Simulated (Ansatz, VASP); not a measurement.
# ZnS (Wurtzite-2H) in two plane-wave programs, part 2 of 3

Aim: how closely do two programs agree when they are given the same cell, functional and k mesh? The cell is taken from a series of runs on this material, whose earlier steps may have relaxed, scaled, displaced or heated it; both programs get it as it stands.

VASP 6.6.1 and Ansatz 0.2.0.

So far: Starting point; VASP: zone-centre phonons, LDA.

**2. VASP: zone-centre phonons, LDA (continued)**

Level of this step: LDA; plane waves and PAW (S, Zn) (VASP).

Parts of OUTCAR (step 2):

```text
ion  position               nearest neighbor table
   1  0.333  0.667  0.383-   3 2.27   4 2.29   4 2.29   4 2.29
   2  0.667  0.333  0.883-   4 2.27   3 2.29   3 2.29   3 2.29
   3  0.333  0.667  0.002-   1 2.27   2 2.29   2 2.29   2 2.29
   4  0.667  0.333  0.502-   2 2.27   1 2.29   1 2.29   1 2.29

  LATTYP: Found a hexagonal cell.
 ALAT       =     3.7679465919
 C/A-ratio  =     1.5813811449

 Subroutine GETGRP returns: Found 12 space group operations
 (whereof  6 operations were pure point group operations)

The static configuration has the point symmetry C_3v.
 The point group associated with its full space group is C_6v.

 Found     95 irreducible k-points:

   k-points           NKPTS =     95   k-points in BZ     NKDIM =     95   number of bands    NBANDS=     24

   dimension x,y,z NGX =    28 NGY =   28 NGZ =   48
   dimension x,y,z NGXF=    56 NGYF=   56 NGZF=   96

   ENCUT  =  500.0 eV  36.75 Ry    6.06 a.u.   6.87  6.87 10.86*2*pi/ulx,y,z

   NELECT =      36.0000    total number of electrons

 k-points in reciprocal lattice and weights: Automatic mesh
   0.00000000  0.00000000  0.00000000       0.001
   0.08333333 -0.00000000  0.00000000       0.005
   0.16666667 -0.00000000  0.00000000       0.005
   0.25000000  0.00000000  0.00000000       0.005
   0.33333333 -0.00000000  0.00000000       0.005
   0.41666667 -0.00000000  0.00000000       0.005
   0.50000000  0.00000000  0.00000000       0.003
   0.08333333  0.08333333  0.00000000       0.005
   0.16666667  0.08333333  0.00000000       0.010
[...]
-1.883973296  3.263137469  0.000000000     0.000000000  0.306453531  0.000000000
     0.000000000  0.000000000  5.958559695     0.000000000  0.000000000  0.167825792

 POSITION                                       TOTAL-FORCE (eV/Angst)
 -----------------------------------------------------------------------------------
     -0.00000      2.17543      2.28410         0.000000      0.000000      0.001420
      1.88397      1.08771      5.26338        -0.000000      0.000000      0.001420
      0.00000      2.17542      0.00995         0.000000      0.000000     -0.001420
      1.88397      1.08771      2.98923        -0.000000      0.000000     -0.001420
 -----------------------------------------------------------------------------------
    total drift:                                0.000005     -0.000004     -0.001695

 MACROSCOPIC STATIC DIELECTRIC TENSOR (including local field effects in DFT)
 ------------------------------------------------------
           6.072600     0.000000     0.000000
           0.000000     6.072600     0.000000
          -0.000000     0.000000     6.037653
 ------------------------------------------------------

 PIEZOELECTRIC TENSOR (including local field effects)  for field in x, y, z        (C/m^2)
          XX          YY          ZZ          XY          YZ          ZX
  --------------------------------------------------------------------------------
  x    -0.00000    -0.00000     0.00000    -0.00000     0.00000     0.32392
  y     0.00000     0.00000     0.00000    -0.00000     0.32392     0.00000
  z     0.33184     0.33184    -0.70539     0.00000     0.00000     0.00000

 BORN EFFECTIVE CHARGES (including local field effects) (in |e|, cummulative output)
 ---------------------------------------------------------------------------------
 ion    1
    1    -1.85404    -0.00000     0.00000
    2    -0.00000    -1.85404     0.00000
    3    -0.00000    -0.00000    -1.90202
 ion    2
    1    -1.85404    -0.00000    -0.00000
    2    -0.00000    -1.85404     0.00000
    3     0.00000     0.00000    -1.90202
 ion    3
    1     1.85404     0.00000    -0.00000
    2     0.00000     1.85404    -0.00000
    3    -0.00000     0.00000     1.90202
 ion    4
    1     1.85404     0.00000     0.00000
    2     0.00000     1.85404     0.00000
    3     0.00000     0.00000     1.90202

 Eigenvectors and eigenvalues of the dynamical matrix
 ----------------------------------------------------

   1 f  =   10.942359 THz    68.752868 2PiTHz  364.997798 cm-1    45.253939 meV
             X         Y         Z           dx          dy          dz
     -0.000000  2.175425  2.284099    -0.000000   -0.000000    0.683813
      1.883973  1.087712  5.263379     0.000000    0.000000   -0.683813
      0.000000  2.175425  0.009946    -0.000000   -0.000000   -0.180001
      1.883973  1.087713  2.989226     0.000000    0.000000    0.180001

   2 f  =    9.273014 THz    58.264065 2PiTHz  309.314452 cm-1    38.350087 meV
             X         Y         Z           dx          dy          dz
     -0.000000  2.175425  2.284099    -0.376982   -0.474487   -0.000000
      1.883973  1.087712  5.263379     0.376982    0.474487    0.000000
      0.000000  2.175425  0.009946    -0.226647   -0.285268   -0.000000
      1.883973  1.087713  2.989226     0.226647    0.285268   -0.000000

   3 f  =    9.273014 THz    58.264065 2PiTHz  309.314452 cm-1    38.350087 meV
             X         Y         Z           dx          dy          dz
     -0.000000  2.175425  2.284099    -0.474487    0.376982    0.000000
      1.883973  1.087712  5.263379     0.474487   -0.376982    0.000000
      0.000000  2.175425  0.009946    -0.285268    0.226647   -0.000000
      1.883973  1.087713  2.989226     0.285268   -0.226647   -0.000000

   4 f  =    9.012855 THz    56.629436 2PiTHz  300.636469 cm-1    37.274155 meV
             X         Y         Z           dx          dy          dz
     -0.000000  2.175425  2.284099    -0.360446   -0.453669    0.000000
      1.883973  1.087712  5.263379    -0.360446   -0.453669    0.000000
      0.000000  2.175425  0.009946     0.252122    0.317329   -0.000000
      1.883973  1.087713  2.989226     0.252122    0.317329   -0.000000

   5 f  =    9.012855 THz    56.629436 2PiTHz  300.636469 cm-1    37.274155 meV
             X         Y         Z           dx          dy          dz
     -0.000000  2.175425  2.284099     0.453669   -0.360446   -0.000000
      1.883973  1.087712  5.263379     0.453669   -0.360446   -0.000000
      0.000000  2.175425  0.009946    -0.317329    0.252122    0.000000
      1.883973  1.087713  2.989226    -0.317329    0.252122    0.000000

   6 f  =    8.979000 THz    56.416724 2PiTHz  299.507216 cm-1    37.134145 meV
             X         Y         Z           dx          dy          dz
     -0.000000  2.175425  2.284099    -0.000000    0.000000   -0.578871
      1.883973  1.087712  5.263379    -0.000000    0.000000   -0.578871
      0.000000  2.175425  0.009946     0.000000   -0.000000    0.406089
      1.883973  1.087713  2.989226     0.000000   -0.000000    0.406089

   7 f  =    5.888548 THz    36.998837 2PiTHz  196.420814 cm-1    24.353066 meV
             X         Y         Z           dx          dy          dz
     -0.000000  2.175425  2.284099     0.000000    0.000000   -0.180001
      1.883973  1.087712  5.263379     0.000000    0.000000    0.180001
      0.000000  2.175425  0.009946    -0.000000   -0.000000   -0.683813
      1.883973  1.087713  2.989226     0.000000   -0.000000    0.683813

   8 f  =    1.948160 THz    12.240651 2PiTHz   64.983627 cm-1     8.056939 meV
             X         Y         Z           dx          dy          dz
     -0.000000  2.175425  2.284099    -0.226640   -0.285274    0.000000
      1.883973  1.087712  5.263379     0.226640    0.285274    0.000000
      0.000000  2.175425  0.009946     0.376970    0.474496    0.000000
      1.883973  1.087713  2.989226    -0.376970   -0.474496    0.000000

   9 f  =    1.948160 THz    12.240651 2PiTHz   64.983627 cm-1     8.056939 meV
             X         Y         Z           dx          dy          dz
     -0.000000  2.175425  2.284099     0.285274   -0.226640    0.000000
      1.883973  1.087712  5.263379    -0.285274    0.226640   -0.000000
      0.000000  2.175425  0.009946    -0.474496    0.376970    0.000000
      1.883973  1.087713  2.989226     0.474496   -0.376970   -0.000000

  10 f/i=    0.004840 THz     0.030410 2PiTHz    0.161442 cm-1     0.020016 meV
             X         Y         Z           dx          dy          dz
     -0.000000  2.175425  2.284099    -0.084707   -0.396343    0.000000
      1.883973  1.087712  5.263379    -0.084707   -0.396343    0.000000
      0.000000  2.175425  0.009946    -0.121101   -0.566632    0.000000
      1.883973  1.087713  2.989226    -0.121101   -0.566632    0.000000

  11 f/i=    0.004840 THz     0.030410 2PiTHz    0.161442 cm-1     0.020016 meV
             X         Y         Z           dx          dy          dz
     -0.000000  2.175425  2.284099     0.396343   -0.084707   -0.000000
      1.883973  1.087712  5.263379     0.396343   -0.084707   -0.000000
      0.000000  2.175425  0.009946     0.566632   -0.121101   -0.000000
      1.883973  1.087713  2.989226     0.566632   -0.121101   -0.000000

  12 f/i=    0.007507 THz     0.047171 2PiTHz    0.250421 cm-1     0.031048 meV
             X         Y         Z           dx          dy          dz
     -0.000000  2.175425  2.284099    -0.000000   -0.000000   -0.406089
      1.883973  1.087712  5.263379    -0.000000   -0.000000   -0.406089
      0.000000  2.175425  0.009946    -0.000000   -0.000000   -0.578871
      1.883973  1.087713  2.989226    -0.000000   -0.000000   -0.578871

 MACROSCOPIC STATIC DIELECTRIC TENSOR IONIC CONTRIBUTION
 ------------------------------------------------------
           2.375490     0.000000    -0.000000
           0.000000     2.375490    -0.000000
          -0.000000    -0.000000     2.516383
 ------------------------------------------------------

 ELASTIC MODULI CONTR FROM IONIC RELAXATION (kBar)
 Direction    XX          YY          ZZ          XY          YZ          ZX
 --------------------------------------------------------------------------------
 XX        -390.1720    191.2071    237.8191     -0.0000     -0.0000      0.0000
 YY         191.2071   -390.1720    237.8191     -0.0000      0.0000     -0.0000
 ZZ         237.8191    237.8191   -568.5218      0.0000     -0.0000     -0.0000
 XY          -0.0000     -0.0000      0.0000   -290.6896     -0.0000      0.0000
 YZ           0.0000     -0.0000     -0.0000     -0.0000   -101.1086     -0.0000
 ZX          -0.0000      0.0000     -0.0000     -0.0000     -0.0000   -114.7103
 --------------------------------------------------------------------------------

 PIEZOELECTRIC TENSOR IONIC CONTR  for field in x, y, z        (C/m^2)
          XX          YY          ZZ          XY          YZ          ZX
  --------------------------------------------------------------------------------
  x    -0.00000     0.00000    -0.00000    -0.00000    -0.00000    -0.49119
  y    -0.00000    -0.00000    -0.00000    -0.00000    -0.46115    -0.00000
  z    -0.47080    -0.47080     1.12547    -0.00000     0.00000     0.00000
```

(Continued in part 3 of 3.)

[Lines on the potential files, build, host, timing and source positions are cut from VASP's logs without a mark.]

[Logs are printed without paths, hosts, clocks, repeated set-up lines and the standing remarks that a program may print on its own settings, such as how far it seeks lower states.]

[Hosts, paths, dates, database ids (printed as entryN), source tags and the programs' standing remarks are cut or masked in the printed files.]
